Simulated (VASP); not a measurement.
Data:

```cif
data_Al3Sc
_chemical_formula_sum 'Sc1 Al3'
_space_group_name_H-M_alt 'P 1'
_space_group_IT_number 1
_cell_length_a 4.08460
_cell_length_b 4.08460
_cell_length_c 4.08460
_cell_angle_alpha 90.000
_cell_angle_beta 90.000
_cell_angle_gamma 90.000
loop_
_space_group_symop_operation_xyz
  'x, y, z'
loop_
_atom_site_label
_atom_site_type_symbol
_atom_site_fract_x
_atom_site_fract_y
_atom_site_fract_z
_atom_site_occupancy
Sc1 Sc 0.00000 0.00000 0.00000 1
Al1 Al 0.00000 0.50000 0.50000 1
Al2 Al 0.50000 0.00000 0.50000 1
Al3 Al 0.50000 0.50000 0.00000 1
```

Level of theory: r2SCAN meta-GGA, VASP's PBE PAW potentials (set 64) (plane waves; VASP 6.6.1). Run with 480 eV cut-off, 8×8×8 Γ-centred mesh, first-order Methfessel-Paxton smearing of 0.10 eV, potentials Sc_sv Al.

Each relaxation starts from this cell; other phases were not tried.

Question: The cell is relaxed at 2 GPa. What happens?

Answer: The volume per atom goes from 17.04 to 16.70 Å³ (-2.0 %), and the cell becomes a = 4.058 Å, b = 4.058 Å, c = 4.058 Å, α = 90.00°, β = 90.00°, γ = 90.00°, space group Pm-3m.

Question: The cell is relaxed at 5 GPa. What happens?

Answer: The volume per atom goes from 17.04 to 16.25 Å³ (-4.6 %), and the cell becomes a = b = c = 4.0207 Å, α = β = γ = 90.00°, space group Pm-3m.

Failed runs are left out, and for metals the shear rows, which the mesh's noise covers.

The compound is Al3Sc in the L1_2 structure.
